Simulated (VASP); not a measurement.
```
CELL_PARAMETERS angstrom
      0.00000     2.43515     2.43515
      2.43515     0.00000     2.43515
      2.43515     2.43515     0.00000
ATOMIC_POSITIONS crystal
  Be 0.00000 0.00000 0.00000
  S  0.75000 0.75000 0.75000
```

Method: G0W0 on PBE orbitals, VASP's PBE PAW potentials (set 64) (plane waves; VASP). Run with PREC = Normal, 500 eV cut-off, 6×6×6 Γ-centred mesh, Gaussian smearing of 0.010 eV, potentials Be_sv_GW S_GW.

The mesh is coarse and the basis finite, so the quasiparticle values are not converged.

NBANDS = 96, ENCUTGW = 170 eV, NOMEGA = 64. The PBE levels (eV) that the step starts from are:

```tsv
state	KS energy	filling
k1 (0.00, 0.00, 0.00), band 2	-9.68	2
k1 (0.00, 0.00, 0.00), band 3	3.90	2
k1 (0.00, 0.00, 0.00), band 4	3.90	2
k1 (0.00, 0.00, 0.00), band 5	3.90	2
k1 (0.00, 0.00, 0.00), band 6	9.54	0
k1 (0.00, 0.00, 0.00), band 7	9.54	0
k1 (0.00, 0.00, 0.00), band 8	9.54	0
k1 (0.00, 0.00, 0.00), band 9	9.73	0
k5 (0.17, 0.17, 0.00), band 2	-9.28	2
k5 (0.17, 0.17, 0.00), band 3	2.39	2
k5 (0.17, 0.17, 0.00), band 4	2.99	2
k5 (0.17, 0.17, 0.00), band 5	2.99	2
k5 (0.17, 0.17, 0.00), band 6	8.87	0
k5 (0.17, 0.17, 0.00), band 7	11.08	0
k5 (0.17, 0.17, 0.00), band 8	11.08	0
k5 (0.17, 0.17, 0.00), band 9	11.13	0
k10 (0.33, 0.33, 0.00), band 2	-8.28	2
k10 (0.33, 0.33, 0.00), band 3	0.13	2
k10 (0.33, 0.33, 0.00), band 4	1.77	2
k10 (0.33, 0.33, 0.00), band 5	1.77	2
k10 (0.33, 0.33, 0.00), band 6	7.75	0
k10 (0.33, 0.33, 0.00), band 7	9.57	0
k10 (0.33, 0.33, 0.00), band 8	14.12	0
k10 (0.33, 0.33, 0.00), band 9	14.12	0
```

**Question.** Give the quasiparticle energies and renormalisation factors Z.

**Answer.** 
| state | QP energy (eV) | Z |
|---|---|---|
| k1 (0.00, 0.00, 0.00), band 2 | -11.03 | 0.74 |
| k1 (0.00, 0.00, 0.00), band 3 | 2.91 | 0.79 |
| k1 (0.00, 0.00, 0.00), band 4 | 2.91 | 0.79 |
| k1 (0.00, 0.00, 0.00), band 5 | 2.91 | 0.79 |
| k1 (0.00, 0.00, 0.00), band 6 | 10.38 | 0.80 |
| k1 (0.00, 0.00, 0.00), band 7 | 10.38 | 0.80 |
| k1 (0.00, 0.00, 0.00), band 8 | 10.38 | 0.80 |
| k1 (0.00, 0.00, 0.00), band 9 | 10.31 | 0.80 |
| k5 (0.17, 0.17, 0.00), band 2 | -10.59 | 0.74 |
| k5 (0.17, 0.17, 0.00), band 3 | 1.29 | 0.78 |
| k5 (0.17, 0.17, 0.00), band 4 | 1.94 | 0.79 |
| k5 (0.17, 0.17, 0.00), band 5 | 1.94 | 0.79 |
| k5 (0.17, 0.17, 0.00), band 6 | 9.58 | 0.81 |
| k5 (0.17, 0.17, 0.00), band 7 | 11.98 | 0.79 |
| k5 (0.17, 0.17, 0.00), band 8 | 11.98 | 0.79 |
| k5 (0.17, 0.17, 0.00), band 9 | 11.84 | 0.79 |
| k10 (0.33, 0.33, 0.00), band 2 | -9.48 | 0.73 |
| k10 (0.33, 0.33, 0.00), band 3 | -1.17 | 0.77 |
| k10 (0.33, 0.33, 0.00), band 4 | 0.62 | 0.78 |
| k10 (0.33, 0.33, 0.00), band 5 | 0.62 | 0.78 |
| k10 (0.33, 0.33, 0.00), band 6 | 8.29 | 0.81 |
| k10 (0.33, 0.33, 0.00), band 7 | 10.19 | 0.81 |
| k10 (0.33, 0.33, 0.00), band 8 | 15.13 | 0.78 |
| k10 (0.33, 0.33, 0.00), band 9 | 15.13 | 0.78 |
On the mesh the gap opens from 3.12 to 4.57 eV.

The structure comes from a computed database's BeS entry (F-43m); how it stands against other phases isn't given here. The cell was not relaxed at this level.
